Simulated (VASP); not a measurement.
The system is Zn4Se3S.

```
Zn S Se
1.0
     5.60170    0.00000    0.00000
     0.00000   -5.60170    0.00000
     0.00000    0.00000   -5.60170
Zn S Se
4 1 3
Direct
  0.00000 0.50000 0.50000
  0.50000 0.00000 0.50000
  0.50000 0.50000 0.00000
  0.00000 0.00000 0.00000
  0.25000 0.25000 0.25000
  0.75000 0.75000 0.25000
  0.75000 0.25000 0.75000
  0.25000 0.75000 0.75000
```

The cell was built by a generator and needn't be a form met in nature.

| Quantity | Value |
| --- | --- |
| Program | VASP 6.6.1 |
| Task | relaxation of cell and atoms |
| Functional | PBEsol |
| Potentials or basis | VASP PAW PBE potentials, release 64 (Zn, S, Se) |
| Cutoff | 600 eV |
| k mesh | 6 × 6 × 6 |
| Occupations | gaussian, width 0.03 eV |
| Spin | no spin polarisation |

At the start: pressure -0.9 GPa; volume 21.97 Å³/atom.

**Question.** Where does the relaxation end?

**Answer.** Over 5 steps the energy falls by 10.7 meV/atom and the volume is 21.61 Å³/atom (-1.7 %); space group P-43m (No. 215, to 0.05 Å).

Step by step:
```csv
step,energy change (eV),largest force (eV/Å),pressure (GPa),volume (Å³)
1,0.0000,0.5622,-0.90,175.78
2,-0.0573,0.3564,0.20,172.65
3,-0.0706,0.1951,1.02,170.48
4,-0.0850,0.0193,-0.10,173.12
5,-0.0852,0.0015,-0.01,172.86
```

Final structure:
```
Zn S Se
1.0
     5.57052    0.00000    0.00000
     0.00000   -5.57052    0.00000
     0.00000    0.00000   -5.57052
Zn S Se
4 1 3
Direct
  0.00677 0.49323 0.49323
  0.49323 0.00677 0.49323
  0.49323 0.49323 0.00677
  0.00677 0.00677 0.00677
  0.25000 0.25000 0.25000
  0.75000 0.75000 0.25000
  0.75000 0.25000 0.75000
  0.25000 0.75000 0.75000
```

Caveat: the PAW data sets were made with another functional, which shifts forces and pressure a little.
